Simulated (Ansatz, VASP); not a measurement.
# SiGe3 (Si0.25Ge0.75, diamond-type random alloy) in two plane-wave programs, part 3 of 3

Wanted: the spread between two codes on one cell, functional and k mesh. The cell is invented: As first built, before any earlier steps moved the atoms (in the runner's words): 2x2x2 conventional cells of the Ge type (64 atoms: 16 Si, 48 Ge); Ge/Si share their sites, the best of 600 random draws by like-pair counts in two shells; start lattice by linear mixing of the end members' cells; atoms moved at random by 0.02 A. It may not be a known or stable phase. Of the first pair: The structure shown is the start of the Ansatz relaxation below; VASP solves that cell, so the two are compared at the walk's first step.

VASP 6.6.1 and Ansatz 0.2.0.

So far. Step 3 (VASP: single point, PBE, start cell, pair 1): The run ends at a pressure of 2.79 GPa, with forces up to 1.3 eV/Å.

## Step 6: VASP: single point, PBE, relaxed cell, pair 2

Level of this step: PBE; plane waves and PAW (Si, Ge_d); invented cell (VASP).

The same cell, functional, mesh and smearing now go to VASP, with its own data sets.

Input file INCAR:

```
SYSTEM = SiGe3
PREC = Accurate
ENCUT = 500
EDIFF = 1E-06
NELM = 120
ISMEAR = -1
SIGMA = 0.01
LREAL = Auto
ALGO = Normal
GGA = PE
NBANDS = 432
LORBIT = 11
LWAVE = .FALSE.
LCHARG = .FALSE.
ISIF = 2
ISYM = 0
LASPH = .TRUE.
GGA_COMPAT = .FALSE.
EFERMI = MIDGAP
KPAR = 4
```

Input file POSCAR:

```
SiGe3
1.0
   11.3529650000      0.0005470000      0.0003930000
    0.0005470000     11.3533500000     -0.0011770000
    0.0003930000     -0.0011770000     11.3520420000
Si Ge
16 48
Direct
    0.0005000000      0.2518400000      0.9992700000
    0.2538600000      0.9962200000      0.4982500000
    0.1253000000      0.6260000000      0.3736900000
    0.2519600000      0.5020200000      0.0015900000
    0.3751400000      0.8722400000      0.3787900000
    0.3721800000      0.6238200000      0.1243600000
    0.0001500000      0.4990200000      0.7510100000
    0.5004300000      0.9993000000      0.7482200000
    0.7522400000      0.2486500000      0.7479100000
    0.8722200000      0.1262500000      0.6261600000
    0.6246800000      0.6311100000      0.3744100000
    0.8726300000      0.8718600000      0.3735100000
    0.7514900000      0.7482500000      0.2532700000
    0.8723100000      0.6275400000      0.1290100000
    0.5005200000      0.4999900000      0.7495900000
    0.5007800000      0.7510200000      0.4959000000
    0.9977600000      0.9969800000      0.2522300000
    0.1248500000      0.3769900000      0.1208600000
    0.1267600000      0.1211800000      0.3784900000
    0.2490700000      0.9999600000      0.9996800000
    0.3749000000      0.3769200000      0.3748900000
    0.2487500000      0.2502000000      0.2497300000
    0.3758500000      0.1240700000      0.1254000000
    0.9980900000      0.0029000000      0.7474400000
    0.1228100000      0.3773200000      0.6266300000
    0.9977700000      0.2480700000      0.5032100000
    0.1225000000      0.1277600000      0.8766600000
    0.3751400000      0.3804000000      0.8749200000
    0.2501400000      0.2510400000      0.7503100000
    0.3745000000      0.1203900000      0.6248900000
    0.0003700000      0.5046000000      0.2491800000
    0.1255800000      0.8727200000      0.1266600000
    0.9976300000      0.7468700000      0.0027000000
    0.2528100000      0.7475200000      0.2528400000
    0.1264600000      0.8770200000      0.6211300000
    0.0003600000      0.7499200000      0.4951100000
    0.1250600000      0.6208900000      0.8760000000
    0.2474100000      0.5030300000      0.4986400000
    0.3773000000      0.8768800000      0.8734300000
    0.2507400000      0.7495900000      0.7489100000
    0.3803500000      0.6253400000      0.6226600000
    0.4981900000      0.9957800000      0.2538900000
    0.6253400000      0.3771200000      0.1251800000
    0.5008200000      0.2510000000      0.9981800000
    0.6260500000      0.1239800000      0.3756000000
    0.7493400000      0.0000800000      0.9999900000
    0.8749900000      0.3764800000      0.3751600000
    0.7503200000      0.2505300000      0.2493500000
    0.8778300000      0.1273400000      0.1230200000
    0.6255100000      0.3750300000      0.6290800000
    0.5000300000      0.2497800000      0.5014800000
    0.6254500000      0.1248500000      0.8692700000
    0.7537000000      0.9987200000      0.5003600000
    0.8770500000      0.3727600000      0.8730000000
    0.5001900000      0.5062000000      0.2498600000
    0.6268800000      0.8709200000      0.1287300000
    0.4976200000      0.7471600000      0.0021800000
    0.7533300000      0.5018200000      0.0014200000
    0.6215200000      0.8747100000      0.6228900000
    0.6231200000      0.6224000000      0.8740800000
    0.7465000000      0.5033900000      0.4987900000
    0.8748900000      0.8743600000      0.8744400000
    0.7484100000      0.7493500000      0.7490100000
    0.8776600000      0.6236300000      0.6260100000
```

Input file KPOINTS:

```
Points of the shifted mesh
8
Reciprocal
 0.2500000000  0.2500000000  0.2500000000 1
 0.2500000000  0.2500000000  0.7500000000 1
 0.2500000000  0.7500000000  0.2500000000 1
 0.2500000000  0.7500000000  0.7500000000 1
 0.7500000000  0.2500000000  0.2500000000 1
 0.7500000000  0.2500000000  0.7500000000 1
 0.7500000000  0.7500000000  0.2500000000 1
 0.7500000000  0.7500000000  0.7500000000 1
```

The projector-augmented-wave data sets are Si and Ge_d (PBE family, release 64).

Launch:

```bash
$ mpirun -np 8 vasp_std
```

Numbers of over 12 decimals in the logs are rounded to 6 here.

Output:

```text
[banner, memory and clock lines left out]
running    8 mpi-ranks, on    1 nodes
[...]
[... a notice as in an earlier step ...]

 LDA part: xc-table for (Slater+PW92), standard interpolation
 POSCAR, INCAR and KPOINTS ok, starting setup
[...]
entering main loop
       N       E                     dE             d eps       ncg     rms          rms(c)
DAV:   1     0.133898331831E+05    0.13390E+05   -0.26496E+05  7352   0.416E+03
DAV:   2     0.277272837955E+04   -0.10617E+05   -0.10304E+05  6912   0.104E+03
DAV:   3     0.176428047549E+03   -0.25963E+04   -0.24585E+04  7040   0.294E+02
DAV:   4    -0.270884426617E+03   -0.44731E+03   -0.41877E+03  7952   0.117E+02
[...]
DAV:  15    -0.302638232028E+03   -0.86376E-05   -0.70509E-05 11160   0.450E-02    0.290E-03
DAV:  16    -0.302638238014E+03   -0.59860E-05   -0.56023E-05  6296   0.321E-02    0.391E-03
DAV:  17    -0.302638237908E+03    0.10637E-06   -0.57400E-07  4032   0.107E-02
   1 F= -.30263824E+03 E0= -.30263824E+03  d E =-.985413E-17
```

OUTCAR, selected parts (step 6):

```text
  Total       -0.8970525     -0.9067026     -0.8568691     -0.0095574      0.0163619     -0.0133371
  in kB       -0.9822479     -0.9928146     -0.9382482     -0.0104651      0.0179159     -0.0146038
  external PRESSURE =      -0.9711036 kB  Pullay stress =       0.0000000 kB

 POSITION                                       TOTAL-FORCE (eV/Angst)
 -----------------------------------------------------------------------------------
      0.00621      2.85805     11.34346        -0.001099     -0.002373      0.000019
      2.88280     11.30999      5.65508        -0.001671      0.001991     -0.000898
      1.42302      7.10683      4.24146         0.000591     -0.001829      0.001458
      2.86077      5.69974      0.01756        -0.000044     -0.001290      0.001125
      4.25958      9.90261      4.29916         0.004063     -0.000826      0.004383
      4.22574      7.08250      1.41115        -0.001379     -0.002107     -0.000618
      0.00227      5.66466      8.52491         0.001131     -0.001611     -0.001343
      5.68220     11.34480      8.49285        -0.001587      0.003020      0.001829
      8.54058      2.82254      8.49031        -0.000070     -0.002844     -0.001492
      9.90260      1.43310      7.10839        -0.001616      0.003497      0.001766
      7.09246      7.16511      4.24982         0.000834     -0.001223     -0.000132
      9.90756      9.89857      4.23942        -0.002809     -0.003925     -0.002740
      8.53215      8.49526      2.87455        -0.000583     -0.000207      0.001386
      9.90370      7.12501      1.46413        -0.001886      0.003175     -0.000027
[...]
-----------------------------------------------------------------------------------
    total drift:                               -0.012904     -0.004223     -0.001539

  FREE ENERGIE OF THE ION-ELECTRON SYSTEM (eV)
  ---------------------------------------------------
  free  energy   TOTEN  =      -302.6382379076 eV

  energy  without entropy=     -302.6382379076  energy(sigma->0) =     -302.63823791

[... 1 part as in an earlier step ...]

[... 1 further part left out ...]
```

The run ends at a pressure of -0.10 GPa, with forces up to 0.0070 eV/Å.

## Step 7: Side by side

What differs besides the data sets and the points named for the pairs above, as far as they apply: the cutoff is 420 eV in Ansatz and 500 eV in VASP (PREC = Accurate, projectors in real space). Total energies have different zeros and are not compared.

Compared:

| quantity | Ansatz | VASP | difference |
| --- | --- | --- | --- |
| pressure (GPa) | 0.00 | -0.10 | +0.10 |
| gap on the k mesh (eV) | 0.767 | 0.771 | -0.003 |

At this near-relaxed geometry the largest component of a force difference is 6 meV/Å. A gap on the mesh is an upper bound, since the band edges may lie between its points.

## Step 8: Summary of results

```yaml
r_m_s_force_difference_single_point_pbe_start_cell_pair_1: 0.47 % of the r.m.s. force
difference_in_gap_on_the_k_mesh_single_point_pbe_relaxed_cell_pair_2: -0.0034 eV
```

What this shows: The r.m.s. force difference is 0.47 % of the r.m.s. force (single point, PBE, start cell, pair 1), within the 3 % picked in this series as the mark of a large difference. How closely two codes agree says nothing of how well the functional describes the real material.

[Lines on the potential files, build, host, timing and source positions are cut from VASP's logs without a mark.]

[Logs are printed without paths, hosts, clocks, repeated set-up lines and the standing remarks that a program may print on its own settings, such as how far it seeks lower states.]

[Hosts, paths, dates, database ids (printed as entryN), source tags and the programs' standing remarks are cut or masked in the printed files.]
